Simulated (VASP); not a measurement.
# TiTe2 with PBE: from relaxation to properties, part 5 of 6

How well does PBE reproduce what experiment finds for TiTe2? The cell is relaxed first, and properties follow on it. The start is a cell from a database of measured crystal structures.

VASP 6.6.1; PBE, no spin polarisation; plane waves and PAW (Ti_sv, Te).

Still holding for the runs below: This run has no spin polarisation, although Ti can carry a moment. The k-mesh is coarse for a metal.

So far. Step 6 (Density of states (PBE)): The finer mesh and the other smearing move the Fermi level by +0.05 eV from the 7×7×4 run, one measure of the sampling error in the zero of the bands above. Of the states within 0.3 eV of the Fermi level, the largest shares in the PAW spheres are Ti d 56 % and Te p 12 %. The rest lies in smaller channels or between the spheres. Step 7 (Vibrations at Γ (PBE)): The three acoustic modes lie within 0.2 cm⁻¹ of zero, and all others are real.

### Step 8. Volume scan with PBE, volume scale 0.94

An equation of state needs energies on both sides of the minimum, all on one mesh and cutoff.

The input, INCAR:

```
SYSTEM = TiTe2
PREC = Accurate
ENCUT = 400
EDIFF = 1E-06
NELM = 100
ISMEAR = 0
SIGMA = 0.05
LREAL = .FALSE.
ALGO = Normal
GGA = PE
NBANDS = 18
LASPH = .TRUE.
LORBIT = 11
LWAVE = .FALSE.
LCHARG = .FALSE.
KPAR = 2
ISIF = 2
```

The input, POSCAR:

```
TiTe2
1.0
    3.7162116200      0.0000000000      0.0000000000
   -1.8581058100      3.2183336687      0.0000000000
    0.0000000000      0.0000000000      6.5041209133
Ti Te
1 2
Direct
    0.0000000000      0.0000000000      0.0000000000
    0.6666666667      0.3333333333      0.2570798756
    0.3333333333      0.6666666667      0.7429201244
```

The input, KPOINTS:

```
Automatic mesh
0
Gamma
7 7 4
0 0 0
```

PAW data sets: Ti_sv and Te (PBE family, release 64).

Run with:

```
$ mpirun -np 2 vasp_std
```

Output:

```text
[... set-up lines as in an earlier step ...]
 entering main loop
       N       E                     dE             d eps       ncg     rms          rms(c)
DAV:   1     0.158918876906E+03    0.15892E+03   -0.95128E+03  1016   0.103E+03
DAV:   2    -0.392715284607E+01   -0.16285E+03   -0.15966E+03  1120   0.280E+02
DAV:   3    -0.176860933296E+02   -0.13759E+02   -0.13501E+02  1546   0.783E+01
DAV:   4    -0.181174078868E+02   -0.43131E+00   -0.43014E+00  1290   0.130E+01
DAV:   5    -0.181331375769E+02   -0.15730E-01   -0.15725E-01  1530   0.240E+00    0.124E+01
DAV:   6    -0.179371264154E+02    0.19601E+00   -0.31558E+01  1154   0.380E+01    0.124E+01
DAV:   7    -0.163365635278E+02    0.16006E+01   -0.23044E+01  1268   0.302E+01    0.517E+00
DAV:   8    -0.161457834412E+02    0.19078E+00   -0.12595E+00  1158   0.838E+00    0.154E+00
DAV:   9    -0.161579054082E+02   -0.12122E-01   -0.13250E-01  1316   0.236E+00    0.121E+00
DAV:  10    -0.161485285216E+02    0.93769E-02   -0.13026E-01  1192   0.273E+00    0.640E-01
DAV:  11    -0.161478421740E+02    0.68635E-03   -0.18232E-02  1192   0.107E+00    0.334E-01
DAV:  12    -0.161475362383E+02    0.30594E-03   -0.39837E-03  1194   0.474E-01    0.183E-01
DAV:  13    -0.161474728645E+02    0.63374E-04   -0.30152E-04  1198   0.149E-01    0.418E-02
DAV:  14    -0.161474722579E+02    0.60654E-06   -0.14315E-05  1232   0.259E-02    0.215E-02
DAV:  15    -0.161474709022E+02    0.13558E-05   -0.76114E-06  1130   0.208E-02    0.432E-03
DAV:  16    -0.161474708759E+02    0.26246E-07   -0.53563E-07   602   0.504E-03
   1 F= -.16147471E+02 E0= -.16146877E+02  d E =-.118737E-02
```

The job ended after 7 s (2 MPI ranks of Intel Xeon 6975P-C (Granite Rapids), shared host; peak memory 0.32 GiB).

OUTCAR, selected parts (step 8):

```text
   ENCUT  =  400.0 eV  29.40 Ry    5.42 a.u.   6.06  6.06 10.61*2*pi/ulx,y,z

   NELECT =      24.0000    total number of electrons

 E-fermi :   7.1431

 k-point     1 :       0.0000    0.0000    0.0000
  band No.  band energies     occupation
    ...
      5      -5.4278      2.00000
      6      -3.8881      2.00000
      7       1.8098      2.00000
      8       5.4260      2.00000
      9       5.4260      2.00000
     10       7.5244      0.00000
     11       7.5819      0.00000
     12       7.5819      0.00000
     13       7.6670      0.00000
     14       8.3850      0.00000
    ...

  Total        2.0597382      2.0597382      2.1730577      0.0000000      0.0000000     -0.0000000
  in kB       42.4231096     42.4231096     44.7570773      0.0000000      0.0000000     -0.0000000
  external PRESSURE =      43.2010988 kB  Pullay stress =       0.0000000 kB

 POSITION                                       TOTAL-FORCE (eV/Angst)
 -----------------------------------------------------------------------------------
      0.00000      0.00000      0.00000        -0.000000      0.000000      0.000000
      1.85811      1.07278      1.67208         0.000000      0.000000      0.575565
     -0.00000      2.14556      4.83204        -0.000000      0.000000     -0.575565
 -----------------------------------------------------------------------------------
    total drift:                               -0.000000     -0.000000     -0.000000

  FREE ENERGIE OF THE ION-ELECTRON SYSTEM (eV)
  ---------------------------------------------------
  free  energy   TOTEN  =       -16.1474708759 eV

  energy  without entropy=      -16.1462835102  energy(sigma->0) =      -16.14687719

[... 3 parts as in an earlier step ...]

[... 13 further parts left out ...]
```

The scan keeps the cell's shape and the fractional positions fixed.

This step gave:

| Quantity | Value |
| --- | --- |
| SCF cycles | 16 |
| irreducible k-points | 28 |
| free energy (TOTEN) | -16.15 eV |
| energy at zero smearing | -16.15 eV |
| Fermi energy | 7.143 eV |
| pressure | 4.320 GPa |

Force by atom:

| atom | x (eV/Å) | y (eV/Å) | z (eV/Å) | size |
| --- | --- | --- | --- | --- |
| Ti1 | 0.000 | 0.000 | 0.000 | 0.000 |
| Te2 | 0.000 | 0.000 | 0.576 | 0.576 |
| Te3 | 0.000 | 0.000 | -0.576 | 0.576 |

The pressure here is 4.32 GPa.

### Step 9. Volume scan with PBE, volume scale 0.96

INCAR is that of step 8.

The input, POSCAR:

```
TiTe2
1.0
    3.7423829867      0.0000000000      0.0000000000
   -1.8711914933      3.2409987371      0.0000000000
    0.0000000000      0.0000000000      6.5499260909
Ti Te
1 2
Direct
    0.0000000000      0.0000000000      0.0000000000
    0.6666666667      0.3333333333      0.2570798756
    0.3333333333      0.6666666667      0.7429201244
```

KPOINTS is that of step 8.

Run with:

```
$ mpirun -np 2 vasp_std
```

Output:

```text
[... set-up lines as in an earlier step ...]
 entering main loop
       N       E                     dE             d eps       ncg     rms          rms(c)
DAV:   1     0.155163506478E+03    0.15516E+03   -0.94024E+03  1008   0.103E+03
DAV:   2    -0.580826971944E+01   -0.16097E+03   -0.15725E+03  1158   0.279E+02
DAV:   3    -0.179127286101E+02   -0.12104E+02   -0.11965E+02  1542   0.764E+01
DAV:   4    -0.182695421462E+02   -0.35681E+00   -0.35569E+00  1318   0.123E+01
DAV:   5    -0.182851424851E+02   -0.15600E-01   -0.15594E-01  1498   0.228E+00    0.122E+01
DAV:   6    -0.182542887667E+02    0.30854E-01   -0.35550E+01  1160   0.389E+01    0.135E+01
DAV:   7    -0.164009090824E+02    0.18534E+01   -0.27289E+01  1252   0.320E+01    0.536E+00
DAV:   8    -0.161855828653E+02    0.21533E+00   -0.13420E+00  1156   0.849E+00    0.162E+00
DAV:   9    -0.162009521833E+02   -0.15369E-01   -0.19829E-01  1320   0.290E+00    0.139E+00
DAV:  10    -0.161869125682E+02    0.14040E-01   -0.18285E-01  1212   0.316E+00    0.714E-01
DAV:  11    -0.161857939854E+02    0.11186E-02   -0.21177E-02  1190   0.115E+00    0.367E-01
DAV:  12    -0.161855647551E+02    0.22923E-03   -0.34346E-03  1200   0.445E-01    0.219E-01
DAV:  13    -0.161855022070E+02    0.62548E-04   -0.28338E-04  1198   0.141E-01    0.490E-02
DAV:  14    -0.161855019218E+02    0.28525E-06   -0.13096E-05  1238   0.250E-02    0.295E-02
DAV:  15    -0.161854990911E+02    0.28306E-05   -0.16868E-05  1232   0.313E-02    0.299E-03
DAV:  16    -0.161854991274E+02   -0.36302E-07   -0.41551E-07   618   0.527E-03
   1 F= -.16185499E+02 E0= -.16184857E+02  d E =-.128397E-02
```

Run time: 7.6 s. Hardware: 2 MPI ranks; peak memory 0.33 GiB.

From OUTCAR (step 9):

```text
   ENCUT  =  400.0 eV  29.40 Ry    5.42 a.u.   6.10  6.10 10.68*2*pi/ulx,y,z

   NELECT =      24.0000    total number of electrons

 E-fermi :   6.9023

 k-point     1 :       0.0000    0.0000    0.0000
  band No.  band energies     occupation
    ...
      5      -5.5583      2.00000
      6      -4.0815      2.00000
      7       1.6726      2.00000
      8       5.2049      2.00000
      9       5.2049      2.00000
     10       7.2792      0.00000
     11       7.3247      0.00000
     12       7.3247      0.00000
     13       7.3747      0.00000
     14       8.0721      0.00000
    ...

  Total        1.3315814      1.3315814      1.4088193      0.0000000      0.0000000      0.0000000
  in kB       26.8543600     26.8543600     28.4120388      0.0000000      0.0000000      0.0000000
  external PRESSURE =      27.3735863 kB  Pullay stress =       0.0000000 kB

 POSITION                                       TOTAL-FORCE (eV/Angst)
 -----------------------------------------------------------------------------------
      0.00000      0.00000      0.00000        -0.000000      0.000000     -0.000000
      1.87119      1.08033      1.68385         0.000000     -0.000000      0.370144
     -0.00000      2.16067      4.86607        -0.000000      0.000000     -0.370144
 -----------------------------------------------------------------------------------
    total drift:                               -0.000000     -0.000000      0.000000

  FREE ENERGIE OF THE ION-ELECTRON SYSTEM (eV)
  ---------------------------------------------------
  free  energy   TOTEN  =       -16.1854991274 eV

  energy  without entropy=      -16.1842151605  energy(sigma->0) =      -16.18485714

[... 2 parts as in an earlier step ...]

[... 14 further parts left out ...]
```

This step gave:

| Item | Value |
| --- | --- |
| free energy (TOTEN) | -16.19 eV |
| energy at zero smearing | -16.18 eV |
| Fermi energy | 6.902 eV |
| pressure | 2.737 GPa |

Force by atom:

| atom | x (eV/Å) | y (eV/Å) | z (eV/Å) | size |
| --- | --- | --- | --- | --- |
| Ti1 | 0.000 | 0.000 | 0.000 | 0.000 |
| Te2 | 0.000 | 0.000 | 0.370 | 0.370 |
| Te3 | 0.000 | 0.000 | -0.370 | 0.370 |

The pressure falls from 4.32 to 2.74 GPa.

The run ends at a pressure of 2.74 GPa, with forces up to 0.37 eV/Å.

### Step 10. Volume scan with PBE, volume scale 0.98

INCAR is that of step 9.

The input, POSCAR:

```
TiTe2
1.0
    3.7681933401      0.0000000000      0.0000000000
   -1.8840966700      3.2633511588      0.0000000000
    0.0000000000      0.0000000000      6.5950994224
Ti Te
1 2
Direct
    0.0000000000      0.0000000000      0.0000000000
    0.6666666667      0.3333333333      0.2570798756
    0.3333333333      0.6666666667      0.7429201244
```

KPOINTS is that of step 9.

Run with:

```
$ mpirun -np 2 vasp_std
```

Output:

```text
[... set-up lines as in an earlier step ...]
 entering main loop
       N       E                     dE             d eps       ncg     rms          rms(c)
DAV:   1     0.156100421126E+03    0.15610E+03   -0.93186E+03  1016   0.101E+03
DAV:   2    -0.454814539933E+01   -0.16065E+03   -0.15786E+03  1096   0.277E+02
DAV:   3    -0.180406706064E+02   -0.13493E+02   -0.13147E+02  1598   0.776E+01
DAV:   4    -0.184099550455E+02   -0.36928E+00   -0.36667E+00  1290   0.121E+01
[...]
DAV:  14    -0.162079760316E+02   -0.78762E-06   -0.12175E-05  1248   0.250E-02    0.412E-02
DAV:  15    -0.162079707404E+02    0.52912E-05   -0.27813E-05  1218   0.403E-02    0.649E-03
DAV:  16    -0.162079707011E+02    0.39311E-07   -0.75665E-07   652   0.647E-03
   1 F= -.16207971E+02 E0= -.16207264E+02  d E =-.141392E-02
```

Run time: 9.8 s. Hardware: 2 MPI ranks; peak memory 0.37 GiB.

From OUTCAR (step 10):

```text
  Total        0.6511855      0.6511855      0.6942348      0.0000000      0.0000000     -0.0000000
  in kB       12.8646203     12.8646203     13.7150890      0.0000000      0.0000000     -0.0000000
  external PRESSURE =      13.1481099 kB  Pullay stress =       0.0000000 kB

 POSITION                                       TOTAL-FORCE (eV/Angst)
 -----------------------------------------------------------------------------------
      0.00000      0.00000      0.00000         0.000000     -0.000000      0.000000
      1.88410      1.08778      1.69547         0.000000      0.000000      0.179913
     -0.00000      2.17557      4.89963        -0.000000     -0.000000     -0.179913
 -----------------------------------------------------------------------------------
    total drift:                               -0.000000     -0.000000     -0.000000

  FREE ENERGIE OF THE ION-ELECTRON SYSTEM (eV)
  ---------------------------------------------------
  free  energy   TOTEN  =       -16.2079707011 eV

  energy  without entropy=      -16.2065567841  energy(sigma->0) =      -16.20726374

[... 1 part as in an earlier step ...]

[... 2 further parts left out ...]
[key lines of the parts left out:]
E-fermi :   6.6695
```

The pressure falls from 2.74 to 1.31 GPa.

The run ends at a pressure of 1.31 GPa, with forces up to 0.18 eV/Å.

### Step 11. Volume scan with PBE, volume scale 1

INCAR is that of step 10.

The input, POSCAR:

```
TiTe2
1.0
    3.7936548783      0.0000000000      0.0000000000
   -1.8968274391      3.2854014977      0.0000000000
    0.0000000000      0.0000000000      6.6396622568
Ti Te
1 2
Direct
    0.0000000000      0.0000000000      0.0000000000
    0.6666666667      0.3333333333      0.2570798756
    0.3333333333      0.6666666667      0.7429201244
```

KPOINTS is that of step 10.

Run with:

```
$ mpirun -np 2 vasp_std
```

Output:

```text
[... set-up lines as in an earlier step ...]
 entering main loop
       N       E                     dE             d eps       ncg     rms          rms(c)
DAV:   1     0.153604763171E+03    0.15360E+03   -0.93275E+03  1024   0.102E+03
DAV:   2    -0.467501338381E+01   -0.15828E+03   -0.15430E+03  1116   0.275E+02
[... 1 cycle as in an earlier step ...]
DAV:   4    -0.185349351009E+02   -0.39673E+00   -0.39579E+00  1310   0.125E+01
[... 1 cycle as in an earlier step ...]
DAV:   6    -0.187664337694E+02   -0.21705E+00   -0.41816E+01  1136   0.399E+01    0.154E+01
[... 1 cycle as in an earlier step ...]
DAV:   8    -0.162250445754E+02    0.27504E+00   -0.14363E+00  1142   0.842E+00    0.188E+00
DAV:   9    -0.162464161866E+02   -0.21372E-01   -0.45247E-01  1358   0.436E+00    0.180E+00
DAV:  10    -0.162192495110E+02    0.27167E-01   -0.34934E-01  1212   0.420E+00    0.849E-01
DAV:  11    -0.162164840479E+02    0.27655E-02   -0.30804E-02  1164   0.135E+00    0.430E-01
DAV:  12    -0.162164061463E+02    0.77902E-04   -0.21932E-03  1166   0.368E-01    0.277E-01
DAV:  13    -0.162163557616E+02    0.50385E-04   -0.19637E-04  1164   0.104E-01    0.664E-02
DAV:  14    -0.162163564908E+02   -0.72923E-06   -0.95785E-06  1266   0.220E-02
   1 F= -.16216356E+02 E0= -.16215589E+02  d E =-.153431E-02
```

Wall time 9.2 s (2 MPI ranks); peak memory 0.38 GiB; 16 s of CPU time.

From OUTCAR (step 11):

```text
  Total       -0.0605782     -0.0605782     -0.0638490     -0.0000000      0.0000000      0.0000000
  in kB       -1.1728297     -1.1728297     -1.2361533     -0.0000000      0.0000000      0.0000000
  external PRESSURE =      -1.1939376 kB  Pullay stress =       0.0000000 kB

 POSITION                                       TOTAL-FORCE (eV/Angst)
 -----------------------------------------------------------------------------------
      0.00000      0.00000      0.00000        -0.000000      0.000000      0.000000
      1.89683      1.09513      1.70692         0.000000      0.000000      0.005387
     -0.00000      2.19027      4.93274         0.000000     -0.000000     -0.005387
 -----------------------------------------------------------------------------------
    total drift:                               -0.000000     -0.000000     -0.000000

  energy  without entropy=      -16.2148221784  energy(sigma->0) =      -16.21558933

[... 3 parts as in an earlier step ...]

[... 1 further part left out ...]
[key lines of the parts left out:]
E-fermi :   6.4464
```

The pressure falls from 1.31 to -0.12 GPa, so it vanishes between these two volumes.

### Step 12. Volume scan with PBE, volume scale 1.02

INCAR is that of step 11.

The input, POSCAR:

```
TiTe2
1.0
    3.8187791527      0.0000000000      0.0000000000
   -1.9093895763      3.3071597576      0.0000000000
    0.0000000000      0.0000000000      6.6836348115
Ti Te
1 2
Direct
    0.0000000000      0.0000000000      0.0000000000
    0.6666666667      0.3333333333      0.2570798756
    0.3333333333      0.6666666667      0.7429201244
```

KPOINTS is that of step 11.

Run with:

```
$ mpirun -np 2 vasp_std
```

Output:

```text
[... set-up lines as in an earlier step ...]
 entering main loop
       N       E                     dE             d eps       ncg     rms          rms(c)
DAV:   1     0.157890452281E+03    0.15789E+03   -0.94002E+03  1008   0.102E+03
DAV:   2    -0.470728558631E+01   -0.16260E+03   -0.15925E+03  1130   0.278E+02
DAV:   3    -0.182044926705E+02   -0.13497E+02   -0.13313E+02  1512   0.782E+01
DAV:   4    -0.186438561017E+02   -0.43936E+00   -0.43842E+00  1320   0.134E+01
[...]
DAV:  14    -0.162121193290E+02   -0.50019E-05   -0.15344E-05  1224   0.281E-02    0.608E-02
DAV:  15    -0.162121069466E+02    0.12382E-04   -0.53846E-05  1186   0.534E-02    0.169E-02
DAV:  16    -0.162121064898E+02    0.45680E-06   -0.20340E-06   978   0.911E-03
   1 F= -.16212106E+02 E0= -.16211293E+02  d E =-.162662E-02
```

It took 10 s on 2 MPI ranks; peak memory 0.36 GiB.

OUTCAR, selected parts (step 12):

```text
  Total       -0.5901330     -0.5901330     -0.6166196     -0.0000000      0.0000000      0.0000000
  in kB      -11.2012902    -11.2012902    -11.7040321     -0.0000000      0.0000000      0.0000000
  external PRESSURE =     -11.3688708 kB  Pullay stress =       0.0000000 kB

 POSITION                                       TOTAL-FORCE (eV/Angst)
 -----------------------------------------------------------------------------------
      0.00000      0.00000      0.00000         0.000000      0.000000      0.000000
      1.90939      1.10239      1.71823         0.000000      0.000000     -0.161804
     -0.00000      2.20477      4.96541        -0.000000     -0.000000      0.161804
 -----------------------------------------------------------------------------------
    total drift:                               -0.000000     -0.000000     -0.000000

  FREE ENERGIE OF THE ION-ELECTRON SYSTEM (eV)
  ---------------------------------------------------
  free  energy   TOTEN  =       -16.2121064898 eV

  energy  without entropy=      -16.2104798684  energy(sigma->0) =      -16.21129318

[... 1 part as in an earlier step ...]

[... 2 further parts left out ...]
[key lines of the parts left out:]
E-fermi :   6.2265
```

The pressure falls from -0.12 to -1.14 GPa.

The run ends at a pressure of -1.14 GPa, with forces up to 0.16 eV/Å.

### Step 13. Volume scan with PBE, volume scale 1.04

INCAR is that of step 12.

The input, POSCAR:

```
TiTe2
1.0
    3.8435771148      0.0000000000      0.0000000000
   -1.9217885573      3.3286354227      0.0000000000
    0.0000000000      0.0000000000      6.7270362537
Ti Te
1 2
Direct
    0.0000000000      0.0000000000      0.0000000000
    0.6666666667      0.3333333333      0.2570798756
    0.3333333333      0.6666666667      0.7429201244
```

KPOINTS is that of step 12.

Run with:

```
$ mpirun -np 2 vasp_std
```

Output:

```text
[... set-up lines as in an earlier step ...]
 entering main loop
       N       E                     dE             d eps       ncg     rms          rms(c)
DAV:   1     0.154762164693E+03    0.15476E+03   -0.93951E+03  1016   0.101E+03
DAV:   2    -0.470263369627E+01   -0.15946E+03   -0.15581E+03  1140   0.276E+02
DAV:   3    -0.183628289165E+02   -0.13660E+02   -0.13488E+02  1598   0.773E+01
DAV:   4    -0.187431861150E+02   -0.38036E+00   -0.37934E+00  1286   0.126E+01
[...]
DAV:  15    -0.161963342601E+02    0.16295E-04   -0.33629E-05  1242   0.393E-02    0.463E-02
DAV:  16    -0.161963286356E+02    0.56245E-05   -0.29036E-05  1322   0.345E-02    0.562E-03
DAV:  17    -0.161963288509E+02   -0.21531E-06   -0.67374E-07   644   0.756E-03
   1 F= -.16196329E+02 E0= -.16195483E+02  d E =-.169230E-02
```

Run time: 11 s. Hardware: 2 MPI ranks; peak memory 0.37 GiB; 20 s of CPU time.

Parts of OUTCAR (step 13):

```text
  Total       -1.1542255     -1.1542255     -1.2144785     -0.0000000     -0.0000000      0.0000000
  in kB      -21.4869930    -21.4869930    -22.6086604     -0.0000000     -0.0000000      0.0000000
  external PRESSURE =     -21.8608821 kB  Pullay stress =       0.0000000 kB

 POSITION                                       TOTAL-FORCE (eV/Angst)
 -----------------------------------------------------------------------------------
      0.00000      0.00000      0.00000         0.000000      0.000000      0.000000
      1.92179      1.10955      1.72939        -0.000000      0.000000     -0.314985
     -0.00000      2.21909      4.99765         0.000000     -0.000000      0.314985
 -----------------------------------------------------------------------------------
    total drift:                               -0.000000     -0.000000     -0.000000

  FREE ENERGIE OF THE ION-ELECTRON SYSTEM (eV)
  ---------------------------------------------------
  free  energy   TOTEN  =       -16.1963288509 eV

  energy  without entropy=      -16.1946365558  energy(sigma->0) =      -16.19548270

[... 1 part as in an earlier step ...]

[... 2 further parts left out ...]
[key lines of the parts left out:]
E-fermi :   6.0157
```

The pressure falls from -1.14 to -2.19 GPa.

The run ends at a pressure of -2.19 GPa, with forces up to 0.31 eV/Å.

[end of part 5 of 6]

[Lines on the potential files, build, host, timing and source positions are cut from VASP's logs without a mark.]

[Logs are printed without paths, hosts, clocks, repeated set-up lines and the standing remarks that a program may print on its own settings, such as how far it seeks lower states.]

[Hosts, paths, dates, database ids (printed as entryN), source tags and the programs' standing remarks are cut or masked in the printed files.]

[A measured line is paired with the nearest computed mode of its activity, which favours agreement.]
